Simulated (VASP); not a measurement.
All values below come from G0W0 on PBE orbitals, VASP's PBE PAW potentials (set 64) (plane waves; VASP 6.6.1).

VASP input:

### INCAR
```
ALGO = EVGW0
ENCUT = 500
ENCUTGW = 180
GGA = PE
ISMEAR = 0
LASPH = T
LCHARG = F
LREAL = F
LSPECTRALGW = T
LWAVE = T
NBANDS = 192
NBANDSGW = 22
NELMGW = 1
NOMEGA = 64
PREC = Normal
SIGMA = 0.01
SYSTEM = MgI2
```

**POSCAR**
```
MgI2
1
    2.0750000000    -3.5940050000     0.0000000000
    2.0750000000     3.5940050000     0.0000000000
    0.0000000000     0.0000000000     6.8600000000
Mg I
1 2
Direct
  0.0000000000   0.0000000000   0.0000000000
  0.3333330000   0.6666670000   0.2420000000
  0.6666670000   0.3333330000   0.7580000000
```

File KPOINTS:
```
Automatic mesh
0
Gamma
4 4 4
0 0 0
```

POTCAR, in this order: Mg_sv_GW I_GW (PBE.64 set). Program: vasp_std. Read from the step before: W*.

Output

File OUTCAR:
```
 ion  position               nearest neighbor table
   1  0.000  0.000  0.000-   2 2.91   3 2.91   3 2.91   2 2.91   3 2.91   2 2.91
   2  0.333  0.667  0.242-   1 2.91   1 2.91   1 2.91
   3  0.667  0.333  0.758-   1 2.91   1 2.91   1 2.91
  LATTYP: Found a hexagonal cell.
 ALAT       =     4.1499996313
 C/A-ratio  =     1.6530121950
 Subroutine PRICEL returns:
 Original cell was already a primitive cell.
 Subroutine GETGRP returns: Found 12 space group operations
The static configuration has the point symmetry D_3d.
The dynamic configuration has the point symmetry D_3d.
 Subroutine INISYM returns: Found 12 space group operations
 Subroutine IBZKPT returns following result:
 Found     13 irreducible k-points:

 Following reciprocal coordinates:
            Coordinates               Weight
  0.000000  0.000000  0.000000      1.000000
  0.250000 -0.000000  0.000000      6.000000
  0.500000 -0.000000  0.000000      3.000000
  0.250000  0.250000  0.000000      6.000000
  0.000000  0.000000  0.250000      2.000000
  0.250000 -0.000000  0.250000      6.000000
 -0.000000  0.250000  0.250000      6.000000
  0.500000 -0.000000  0.250000      6.000000
  0.250000  0.250000  0.250000     12.000000
  0.000000  0.000000  0.500000      1.000000
  0.250000 -0.000000  0.500000      6.000000
  0.500000 -0.000000  0.500000      3.000000
  0.250000  0.250000  0.500000      6.000000
 Subroutine IBZKPT_HF returns following result:
   k-points           NKPTS =     13   k-points in BZ     NKDIM =     64   number of bands    NBANDS=    192
   number of dos      NEDOS =    301   number of ions     NIONS =      3
   total plane-waves  NPLWV =  23040
   dimension x,y,z NGX =    24 NGY =   24 NGZ =   40
   dimension x,y,z NGXF=    48 NGYF=   48 NGZF=   80
   ions per type =               1   2
   PREC   = normal    normal or accurate (medium, high low for compatibility)
   ISTART =      1    job   : 0-new  1-cont  2-samecut
...
```

OSZICAR:
```
energies w=
    0.000    0.000    1.478    0.000    2.952    0.000    4.422    0.000
    5.883    0.000    7.334    0.000    8.772    0.000   10.197    0.000
   11.605    0.000   12.998    0.000   14.373    0.000   15.731    0.000
   17.072    0.000   18.396    0.000   19.704    0.000   20.996    0.000
   22.275    0.000   23.540    0.000   24.795    0.000   26.039    0.000
   27.276    0.000   28.506    0.000   29.733    0.000   30.958    0.000
   32.183    0.000   33.411    0.000   34.644    0.000   35.884    0.000
   37.135    0.000   38.400    0.000   39.681    0.000   40.982    0.000
   42.306    0.000   43.657    0.000   45.040    0.000   46.458    0.000
   47.917    0.000   49.422    0.000   50.980    0.000   52.596    0.000
   54.278    0.000   56.035    0.000   57.875    0.000   59.811    0.000
   61.854    0.000   64.018    0.000   66.319    0.000   68.776    0.000
   71.412    0.000   74.252    0.000   77.328    0.000   80.675    0.000
   84.339    0.000   88.372    0.000   92.842    0.000   97.829    0.000
  103.436    0.000  109.793    0.000  117.069    0.000  125.484    0.000
  135.332    0.000  147.017    0.000  161.106    0.000  178.422    0.000
NQ=   1    0.0000    0.0000    0.0000,
 performed        386000 updates of chi_q(r,r)
NQ=   2    0.2500   -0.0000    0.0000,
 performed       1152000 updates of chi_q(r,r)
NQ=   3    0.5000   -0.0000    0.0000,
 performed       1707000 updates of chi_q(r,r)
NQ=   4    0.2500    0.2500    0.0000,
 performed       2473000 updates of chi_q(r,r)
NQ=   5    0.0000    0.0000    0.2500,
 performed       2935000 updates of chi_q(r,r)
NQ=   6    0.2500   -0.0000    0.2500,
 performed       3701000 updates of chi_q(r,r)
NQ=   7   -0.0000    0.2500    0.2500,
 performed       4467000 updates of chi_q(r,r)
NQ=   8    0.5000   -0.0000    0.2500,
 performed       5233000 updates of chi_q(r,r)
NQ=   9    0.2500    0.2500    0.2500,
 performed       6050000 updates of chi_q(r,r)
NQ=  10    0.0000    0.0000    0.5000,
 performed       6436000 updates of chi_q(r,r)
NQ=  11    0.2500   -0.0000    0.5000,
 performed       7202000 updates of chi_q(r,r)
NQ=  12    0.5000   -0.0000    0.5000,
 performed       7757000 updates of chi_q(r,r)
NQ=  13    0.2500    0.2500    0.5000,
 performed       8523000 updates of chi_q(r,r)
 resolving degeneracies of screened two electron integrals
```

### OUTCAR
```


 k-point   1 :       0.0000    0.0000    0.0000
  band No.  KS-energies  QP-energies   sigma(KS)   V_xc(KS)     V^pw_x(r,r')   Z            occupation Imag(sigma)

      1     -72.7636     -83.2951     -48.1126     -33.7321     -56.4696       0.7324       2.0000       0.7414
      2     -39.5206     -45.6309     -41.2778     -33.1154     -48.6143       0.7486       2.0000       0.4852
      3     -39.5206     -45.6309     -41.2778     -33.1154     -48.6143       0.7486       2.0000       0.4852
      4     -39.5206     -45.6309     -41.2778     -33.1154     -48.6143       0.7486       2.0000       0.4852
      5      -9.6489     -10.8734     -13.4621     -11.7876     -18.9703       0.7313       2.0000       1.7095
      6      -8.9253     -10.0431     -13.7825     -12.2590     -19.0644       0.7337       2.0000       1.5498
      7      -1.1051      -2.5095     -11.7121      -9.8775     -13.9742       0.7655       2.0000       0.4433
      8       1.9783       0.7995     -12.8631     -11.3579     -14.2620       0.7832       2.0000       0.2331
      9       1.9783       0.7995     -12.8631     -11.3579     -14.2620       0.7832       2.0000       0.2331
     10       2.3658       1.2165     -13.0653     -11.6094     -14.3726       0.7894       2.0000       0.2175
     11       2.3658       1.2165     -13.0653     -11.6094     -14.3726       0.7894       2.0000       0.2175
     12       2.4577       1.3224     -13.0358     -11.5970     -14.3043       0.7890       2.0000       0.2149
     13       6.1488       6.8005      -8.1512      -8.9521      -4.8276       0.8136       0.0000      -0.2197
     14       7.2081       7.7940      -7.5122      -8.2331      -4.0944       0.8127       0.0000      -0.2365
     15       9.1560       9.9063      -8.3054      -9.2503      -4.4747       0.7942       0.0000      -0.3059
     16       9.1560       9.9063      -8.3054      -9.2503      -4.4747       0.7942       0.0000      -0.3059
     17       9.9462      10.5148      -7.2046      -7.9120      -3.4493       0.8038       0.0000      -0.2985
     18      10.6209      11.2932      -7.6061      -8.4485      -3.7132       0.7981       0.0000      -0.3163
     19      10.6209      11.2932      -7.6061      -8.4485      -3.7132       0.7981       0.0000      -0.3163
     20      12.0912      12.8043      -7.6905      -8.5836      -3.7059       0.7984       0.0000      -0.3751
     21      12.0912      12.8043      -7.6905      -8.5836      -3.7059       0.7984       0.0000      -0.3751
     22      12.3370      12.9585      -8.1090      -8.8950      -3.7572       0.7907       0.0000      -0.4965

 k-point   2 :       0.2500   -0.0000    0.0000
  band No.  KS-energies  QP-energies   sigma(KS)   V_xc(KS)     V^pw_x(r,r')   Z            occupation Imag(sigma)

      1     -72.7642     -83.0366     -48.1127     -33.7326     -56.4700       0.7144       2.0000       0.7415
      2     -39.5208     -45.5543     -41.2778     -33.1149     -48.6142       0.7391       2.0000       0.4853
      3     -39.5208     -45.5543     -41.2778     -33.1149     -48.6142       0.7391       2.0000       0.4853
      4     -39.5208     -45.5543     -41.2778     -33.1149     -48.6142       0.7391       2.0000       0.4853
      5      -9.3478     -10.5317     -13.5801     -11.9648     -18.9951       0.7330       2.0000       1.6412
      6      -8.7867      -9.8891     -13.8439     -12.3507     -19.0797       0.7383       2.0000       1.5168
      7      -0.7289      -2.0742     -11.8823     -10.1315     -13.9783       0.7684       2.0000       0.3984
      8       0.2586      -1.0565     -12.0284     -10.3339     -13.8202       0.7761       2.0000       0.3175
      9       0.9025      -0.3571     -12.2011     -10.5875     -13.7957       0.7807       2.0000       0.2767
     10       1.4286       0.2029     -12.6445     -11.0733     -14.1709       0.7801       2.0000       0.2558
     11       2.2043       1.0388     -12.8861     -11.4063     -14.2257       0.7876       2.0000       0.2251
     12       2.2101       1.0482     -12.9680     -11.4923     -14.3002       0.7873       2.0000       0.2226
     13       6.9378       7.6188      -8.5884      -9.4374      -5.1205       0.8021       0.0000      -0.2462
     14       7.9093       8.5242      -7.7280      -8.4878      -4.2389       0.8092       0.0000      -0.2497
     15       8.8190       9.3855      -7.6237      -8.3278      -4.0306       0.8047       0.0000      -0.2741
     16       9.6373      10.3496      -8.1279      -9.0213      -4.2971       0.7973       0.0000      -0.3148
     17       9.6445      10.4171      -8.4082      -9.3821      -4.5238       0.7933       0.0000      -0.3232
     18      10.5058      11.0045      -7.3096      -7.9305      -3.5190       0.8032       0.0000      -0.3225
     19      11.4425      11.9680      -7.3047      -7.9622      -3.3501       0.7993       0.0000      -0.3721
     20      11.5388      12.2110      -7.5273      -8.3702      -3.4714       0.7974       0.0000      -0.3626
     21      12.0320      12.6849      -7.5499      -8.3702      -3.4498       0.7960       0.0000      -0.3895
     22      12.8141      13.5246      -7.7694      -8.6625      -3.6053       0.7956       0.0000      -0.4224

 k-point   3 :       0.5000   -0.0000    0.0000
  band No.  KS-energies  QP-energies   sigma(KS)   V_xc(KS)     V^pw_x(r,r')   Z            occupation Imag(sigma)

      1     -72.7635     -83.3353     -48.1124     -33.7322     -56.4695       0.7352       2.0000       0.7414
      2     -39.5210     -45.5610     -41.2776     -33.1142     -48.6138       0.7399       2.0000       0.4854
      3     -39.5210     -45.5610     -41.2776     -33.1142     -48.6138       0.7399       2.0000       0.4854
      4     -39.5210     -45.5610     -41.2776     -33.1142     -48.6138       0.7399       2.0000       0.4854
      5      -8.9263     -10.0449     -13.7941     -12.2671     -19.0705       0.7325       2.0000       1.5427
      6      -8.7140      -9.8088     -13.8685     -12.3917     -19.0777       0.7413       2.0000       1.4980
      7      -1.1752      -2.5694     -11.7831      -9.9689     -13.9930       0.7684       2.0000       0.4265
      8      -0.3874      -1.7520     -11.9959     -10.2279     -14.0023       0.7718       2.0000       0.3672
      9       0.5763      -0.7413     -12.1345     -10.4329     -13.9160       0.7743       2.0000       0.3094
     10       1.0449      -0.2158     -12.5419     -10.9199     -14.1765       0.7772       2.0000       0.2750
     11       1.5348       0.3174     -12.3325     -10.7737     -13.8040       0.7810       2.0000       0.2516
     12       1.9837       0.8000     -12.8594     -11.3512     -14.2455       0.7848       2.0000       0.2314
     13       6.0790       6.6774      -8.3514      -9.0952      -5.0765       0.8046       0.0000      -0.2222
     14       7.7784       8.3619      -7.5635      -8.2847      -4.1018       0.8091       0.0000      -0.2481
     15       7.9725       8.4167      -7.2849      -7.8327      -3.9303       0.8109       0.0000      -0.2420
     16       9.4244      10.1390      -8.1270      -9.0207      -4.4000       0.7997       0.0000      -0.2992
     17      10.5016      11.2987      -8.6489      -9.6572      -4.6677       0.7905       0.0000      -0.3575
     18      11.8288      12.3493      -7.4632      -8.1145      -3.4267       0.7991       0.0000      -0.4036
     19      12.2825      12.8304      -7.3515      -8.0360      -3.3843       0.8005       0.0000      -0.3853
     20      13.3978      13.8238      -6.4625      -6.9989      -2.0345       0.7941       0.0000      -0.5114
     21      15.0395      15.6850      -7.2530      -8.0716      -2.4444       0.7885       0.0000      -0.6566
     22      15.0423      15.7770      -8.0531      -8.9862      -3.2400       0.7873       0.0000      -0.6872

 k-point   4 :       0.2500    0.2500    0.0000
  band No.  KS-energies  QP-energies   sigma(KS)   V_xc(KS)     V^pw_x(r,r')   Z            occupation Imag(sigma)

      1     -72.7639     -83.1444     -48.1125     -33.7324     -56.4697       0.7219       2.0000       0.7414
      2     -39.5210     -45.4583     -41.2777     -33.1143     -48.6140       0.7273       2.0000       0.4854
      3     -39.5210     -45.4583     -41.2777     -33.1143     -48.6140       0.7273       2.0000       0.4854
      4     -39.5210     -45.4583     -41.2777     -33.1143     -48.6140       0.7273       2.0000       0.4854
      5      -8.9488     -10.0693     -13.7683     -12.2365     -19.0540       0.7315       2.0000       1.5490
      6      -8.6943      -9.7869     -13.8911     -12.4192     -19.0950       0.7423       2.0000       1.4937
      7      -0.8407      -2.1891     -11.8979     -10.1485     -13.9731       0.7707       2.0000       0.3914
      8      -0.1201      -1.4704     -11.9763     -10.2304     -13.8945       0.7734       2.0000       0.3458
      9       0.2442      -1.0693     -12.0928     -10.3948     -13.9250       0.7735       2.0000       0.3245
     10       0.9450      -0.3341     -12.1179     -10.4775     -13.7413       0.7798       2.0000       0.2804
     11       1.0496      -0.2023     -12.4165     -10.8130     -13.9907       0.7807       2.0000       0.2697
     12       1.7032       0.4874     -12.5493     -10.9937     -14.0170       0.7816       2.0000       0.2468
     13       6.6426       7.2755      -8.5809      -9.3670      -5.2536       0.8051       0.0000      -0.2337
     14       9.2408       9.7471      -7.4214      -8.0491      -3.8312       0.8066       0.0000      -0.2761
     15       9.4805      10.1844      -8.2596      -9.1413      -4.5125       0.7983       0.0000      -0.3024
     16       9.6164      10.3272      -8.2184      -9.1080      -4.4131       0.7990       0.0000      -0.3111
     17       9.6748      10.2307      -7.6280      -8.3203      -3.8993       0.8030       0.0000      -0.2978
     18      10.2722      11.0447      -8.4204      -9.3997      -4.3829       0.7887       0.0000      -0.3604
     19      11.3641      11.9445      -7.6903      -8.4162      -3.7971       0.7996       0.0000      -0.3595
     20      13.0530      13.6779      -7.3305      -8.1146      -3.1144       0.7969       0.0000      -0.4368
     21      13.4114      14.0417      -7.5200      -8.3160      -3.1236       0.7919       0.0000      -0.5102
     22      14.2945      15.0254      -7.6868      -8.6040      -3.3267       0.7970       0.0000      -0.5255

 k-point   5 :       0.0000    0.0000    0.2500
  band No.  KS-energies  QP-energies   sigma(KS)   V_xc(KS)     V^pw_x(r,r')   Z            occupation Imag(sigma)

      1     -72.7638     -83.1864     -48.1127     -33.7323     -56.4698       0.7248       2.0000       0.7414
...
```
(Selected blocks of OUTCAR.)

The mesh is coarse and the basis finite, so the quasiparticle values are not converged.

The compound is MgI2 in the 1T layered structure. The cell was not relaxed at this level. The k-mesh is coarse (spacing up to 0.44 per Å, 2π included), so the numbers may not be converged in it.
